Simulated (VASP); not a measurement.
```xyz
8
Lattice="0.0147 5.0449 4.8450 5.0449 0.0147 4.8450 2.5298 2.5298 0.0000" Properties=species:S:1:pos:R:3 pbc="T T T"
Si     5.0596     5.0596     9.6213
Si     1.2649     1.2649     1.2800
Si     2.7071     4.8824     7.1562
Si     3.6175     1.4422     3.7451
Si     4.8824     2.7071     7.1562
Si     1.4422     3.6175     3.7451
C      5.0596     5.0596     4.9506
C      3.7947     3.7947     5.9508
```

Computed with PBEsol GGA, VASP's PBE PAW potentials (set 64) (plane waves; VASP 6.6.1). Run with 520 eV cut-off, Gaussian smearing of 0.050 eV, potentials Si C.

Give the energies of bands 7 to 20 at the high-symmetry points, in eV from the Fermi level.

| band | Γ | Y | C0 | Z | A0 | T | S | R |
|---|---|---|---|---|---|---|---|---|
| 7 | -7.48 | -4.72 | -5.23 | -5.69 | -7.13 | -7.67 | -5.80 | -6.34 |
| 8 | -4.13 | -4.72 | -4.23 | -5.69 | -7.13 | -7.67 | -4.58 | -6.34 |
| 9 | -3.75 | -3.85 | -3.87 | -4.95 | -4.09 | -3.89 | -3.95 | -4.96 |
| 10 | -2.60 | -3.08 | -3.69 | -4.95 | -4.09 | -3.89 | -3.61 | -4.96 |
| 11 | -2.22 | -2.75 | -3.60 | -4.63 | -3.75 | -3.42 | -3.52 | -4.13 |
| 12 | -1.73 | -2.55 | -2.15 | -4.63 | -3.75 | -3.42 | -2.01 | -4.13 |
| 13 | -1.47 | -2.13 | -1.83 | -3.92 | -2.28 | -1.51 | -1.95 | -3.05 |
| 14 | -0.30 | -1.53 | -1.53 | -3.92 | -2.28 | -1.51 | -0.57 | -3.05 |
| 15 | 0.43 | -1.22 | -1.41 | -2.02 | -1.00 | -0.72 | -0.54 | -1.49 |
| 16 | 0.46 | -0.58 | -0.13 | -2.02 | -1.00 | -0.72 | -0.02 | -1.49 |
| 17 | 0.87 | 0.04 | 0.21 | 2.08 | 0.30 | -0.09 | 0.40 | 0.96 |
| 18 | 0.89 | 0.19 | 1.10 | 2.08 | 0.30 | -0.09 | 1.74 | 0.96 |
| 19 | 1.12 | 1.69 | 1.87 | 3.59 | 1.77 | 1.24 | 2.15 | 2.04 |
| 20 | 1.89 | 2.69 | 2.74 | 3.59 | 1.77 | 1.24 | 2.17 | 2.04 |

It has no gap at this level: it comes out as a metal or semimetal.

The structure was generated: C2Si6 was put into an ordered model structure (Cmcm), which need not be its known phase. It was relaxed first.
